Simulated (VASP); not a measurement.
Given:

```
Bi
1.0
    4.35892    -2.36206     0.01119
    4.35892     2.36206     0.01119
    3.06898     0.00000     3.89372
Bi
2
Cartesian
  2.71284   0.00000   0.90133
  9.07398   0.00000   3.01478
```

These are PBE GGA, VASP's PBE PAW potentials (set 64) (plane waves; VASP) values and carry that method's errors. Settings: 480 eV cut-off, 10×10×10 Γ-centred mesh, first-order Methfessel-Paxton smearing of 0.10 eV, potentials Bi_d.

Q: Give the stress tensor in GPa (positive for a compressed cell).

A: 
```
-1.56   0.00   0.37
 0.00  -2.67   0.00
 0.37   0.00  -2.55
```
The pressure is its mean diagonal, -2.26 GPa.

The compound is Bi in the a7 structure. This cell was strained or had an atom moved on purpose. Symmetry was kept, so distortions that lower it aren't found.
